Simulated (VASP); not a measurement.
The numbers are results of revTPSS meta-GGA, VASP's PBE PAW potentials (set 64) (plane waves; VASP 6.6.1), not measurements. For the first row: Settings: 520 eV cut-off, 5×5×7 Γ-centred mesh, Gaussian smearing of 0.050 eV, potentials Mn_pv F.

```csv
system,energy (eV/atom)
MnF2 (rutile),-7.0012
Mn atom,-3.0300
F atom,-2.4403
```

Atoms are spin-polarised in a large box without symmetry, with the spin fixed by Hund's rule, and may not be in the lowest state of each functional; no zero-point energy is added.

**Question.** What is the cohesive energy per atom of MnF$_{2}$?

**Answer.** The references average (2×(-3.0300) + 4×(-2.4403))/6 = -2.6369 eV, so the cohesive energy is -2.6369 − (-7.0012) = 4.364 eV/atom.
